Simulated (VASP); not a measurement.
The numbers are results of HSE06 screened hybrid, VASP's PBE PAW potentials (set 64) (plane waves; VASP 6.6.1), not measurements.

The input files of a VASP run:

### POSCAR
```
B32N31Si
14.497770
  0.4999999880   0.0000000000   0.0000000000
  0.0000000000   0.4999999880   0.0000000000
  0.0000000000   0.0000000000   0.4999999880
B N Si
32 31 1
Cart
  0.2489435747   0.4979886434   0.4980419934
  0.3765997941   0.1258435673   0.4984572880
  0.3765959815   0.4984115482   0.1259082455
  0.0002161284   0.4995739845   0.4996382877
  0.1233758910   0.1235660104   0.4980530370
  0.2512231841   0.2512035871   0.4984499489
  0.3754022272   0.3766140551   0.4980914113
  0.1233680173   0.4979825163   0.1236132567
  0.2365650675   0.1112336433   0.1112848159
  0.3836109928   0.2582293017   0.1110742097
  0.2512229885   0.4983959448   0.2512548329
  0.3836087260   0.1110379047   0.2582902585
  0.3754031575   0.4980420487   0.3766608677
  0.0020016481   0.2499978633   0.4980962662
  0.1249557039   0.3748154802   0.4996264896
  0.0008330855   0.1247716125   0.1248314860
  0.1237645469   0.2511754013   0.1258844383
  0.2501526550   0.3754371628   0.1248334983
  0.0020008918   0.4980496350   0.2500645522
  0.1237561786   0.1258170483   0.2512393391
  0.2363545690   0.2581600781   0.2582371758
  0.3755315792   0.3754189303   0.2502006383
  0.1249631588   0.4995713130   0.3748752912
  0.2501557894   0.1247778445   0.3755041007
  0.3755288515   0.2501402435   0.3754801207
  0.0013249976   0.3759159219   0.1240640241
  0.0008270553   0.2501439687   0.2502027137
  0.1234254580   0.3766059009   0.2500657011
  0.0013343738   0.1239995343   0.3759813490
  0.1234165579   0.2500083893   0.3766664581
  0.2493636947   0.3759227039   0.3759715524
  0.0001166741   0.3747306298   0.3747970133
  0.3133575839   0.0627934448   0.0628504112
  0.4417553876   0.1878931073   0.0579481830
  0.4417510242   0.0578919158   0.1879735434
  0.0631250453   0.0621848082   0.0622493587
  0.1881427251   0.1879730298   0.0628279862
  0.3132841100   0.3163576721   0.0579384524
  0.4381444015   0.4377464714   0.0619525617
  0.1881407761   0.0627650891   0.1880243181
  0.4402019438   0.3147925647   0.1872452185
  0.3132981257   0.0578840410   0.3164158033
  0.4401980399   0.1871883647   0.3148500803
  0.4381497146   0.0618828983   0.4377970344
  0.0631298012   0.3127527597   0.0619447774
  0.1875764712   0.4377305196   0.0622516466
  0.0624357735   0.1874591350   0.1875192233
  0.1832461914   0.3163315816   0.1879609260
  0.3128491085   0.4370592379   0.1875249029
  0.0631241358   0.0618761162   0.3128166532
  0.1832367245   0.1878916899   0.3164054746
  0.3125687940   0.3147384981   0.3148037042
  0.4381987281   0.4368866564   0.3128630917
  0.1875812128   0.0621865706   0.4377985332
  0.3128483008   0.1874623506   0.4371153182
  0.4381963496   0.3128044597   0.4369468549
  0.0634744554   0.4380711877   0.1876634031
  0.0622838853   0.3128084304   0.3128638229
  0.1872776759   0.4377270545   0.3128070287
  0.0634755082   0.1876080013   0.4381393031
  0.1872680696   0.3127532103   0.4377856850
  0.3130005746   0.4380804615   0.4381257909
  0.0628357414   0.4374471073   0.4375069020
  0.3178820843   0.1924932156   0.1925284136
```

**INCAR**
```
AEXX = 0.25
ALGO = Normal
EDIFF = 1E-5
ENCUT = 400
GGA = PE
HFSCREEN = 0.2
ISIF = 0
ISMEAR = 0
ISYM = 0
LASPH = .TRUE.
LCHARG = .FALSE.
LHFCALC = .TRUE.
LREAL = Auto
LWAVE = .FALSE.
NELECT = 254.0
NELM = 50
NELMIN = 4
PREC = Normal
PRECFOCK = Fast
SIGMA = 0.05
SYSTEM = B32N31Si
```

### KPOINTS
```
kpoints
0
gamma
 1 1 1
```

POTCAR, in this order: B N Si (PBE.64 set). Program: vasp_gam. Read from the step before: WAVECAR.

The resulting files:

OSZICAR:
```
       N       E                     dE             d eps       ncg     rms          rms(c)
DAV:   1    -0.643318683785E+03   -0.64332E+03   -0.77909E+00   320   0.836E+00    0.394E+00
DAV:   2    -0.643352859899E+03   -0.34176E-01   -0.13428E-01   352   0.951E-01    0.267E+00
DAV:   3    -0.643332022499E+03    0.20837E-01   -0.17124E-02   376   0.395E-01    0.156E+00
DAV:   4    -0.643327123869E+03    0.48986E-02   -0.89565E-03   376   0.239E-01    0.892E-01
DAV:   5    -0.643325798122E+03    0.13257E-02   -0.12643E-03   368   0.968E-02    0.511E-01
DAV:   6    -0.643325346847E+03    0.45127E-03   -0.39305E-04   360   0.605E-02    0.288E-01
DAV:   7    -0.643325224939E+03    0.12191E-03   -0.12148E-04   352   0.325E-02    0.164E-01
DAV:   8    -0.643325188342E+03    0.36597E-04   -0.19068E-05   216   0.150E-02    0.955E-02
DAV:   9    -0.643325177427E+03    0.10915E-04   -0.95388E-06   224   0.105E-02    0.544E-02
DAV:  10    -0.643325174785E+03    0.26421E-05   -0.27475E-06   208   0.511E-03
   1 F= -.64332517E+03 E0= -.64332517E+03  d E =-.291135E-14
```

File OUTCAR:
```
------------------------ aborting loop because EDIFF is reached ----------------------------------------
  volume of cell :      380.90
      direct lattice vectors                 reciprocal lattice vectors
     7.248884826  0.000000000  0.000000000     0.137952254  0.000000000  0.000000000
     0.000000000  7.248884826  0.000000000     0.000000000  0.137952254  0.000000000
     0.000000000  0.000000000  7.248884826     0.000000000  0.000000000  0.137952254
  FREE ENERGIE OF THE ION-ELECTRON SYSTEM (eV)
  ---------------------------------------------------
  free  energy   TOTEN  =      -643.3251747848 eV

  energy  without entropy=     -643.3251747848  energy(sigma->0) =     -643.32517478

  exchange ACFDT corr.  =         0.00000000  see jH, gK, PRB 81, 115126
```
(Selected blocks of OUTCAR.)

**OUTCAR**
```
 val. band max:        8.1584872261   @ k =   0.0000   0.0000   0.0000

 cond. band min:       9.8324339080   @ k =   0.0000   0.0000   0.0000


 Fermi energy:         8.4345581827

 k-point     1 :       0.0000    0.0000    0.0000
  band No.  band energies     occupation
      1     -15.3848      2.00000
      2     -13.4782      2.00000
      3     -13.3958      2.00000
      4     -13.3957      2.00000
      5     -13.2728      2.00000
      6     -13.2725      2.00000
      7     -12.9028      2.00000
      8     -11.6728      2.00000
      9     -11.6718      2.00000
     10     -11.6680      2.00000
     11     -11.6023      2.00000
     12     -11.5622      2.00000
     13     -11.5616      2.00000
     14     -11.4897      2.00000
     15     -11.4894      2.00000
     16     -11.4646      2.00000
     17     -11.3587      2.00000
     18     -11.3584      2.00000
     19     -11.1095      2.00000
     20     -10.9011      2.00000
     21     -10.8999      2.00000
     22     -10.8996      2.00000
     23     -10.0691      2.00000
     24      -9.5291      2.00000
     25      -9.5280      2.00000
     26      -9.3004      2.00000
     27      -9.1858      2.00000
     28      -9.1853      2.00000
     29      -9.1082      2.00000
     30      -9.1079      2.00000
     31      -9.0998      2.00000
     32      -5.1507      2.00000
     33      -4.8391      2.00000
     34      -4.8390      2.00000
     35      -4.8304      2.00000
     36      -3.9133      2.00000
     37      -3.0986      2.00000
     38      -3.0834      2.00000
     39      -3.0833      2.00000
     40      -2.0135      2.00000
     41      -1.8409      2.00000
     42      -1.8402      2.00000
     43      -1.7838      2.00000
     44      -1.7705      2.00000
     45      -1.7701      2.00000
     46      -1.6067      2.00000
     47      -1.6063      2.00000
     48      -1.5942      2.00000
     49      -1.5937      2.00000
     50      -1.5898      2.00000
     51      -1.5827      2.00000
...
```

The cell is charged, with a uniform compensating background. The supercell is sampled at Γ alone, which is coarse: total energies, pressure and levels can be off, energies of defects by several tenths of an eV.

The cell is a supercell with a defect, built from BN (zinc blende): Si_N, charge +1. The cell's shape comes from a PBE relaxation. The run is not spin-polarised, so no state with unpaired spins was tried.
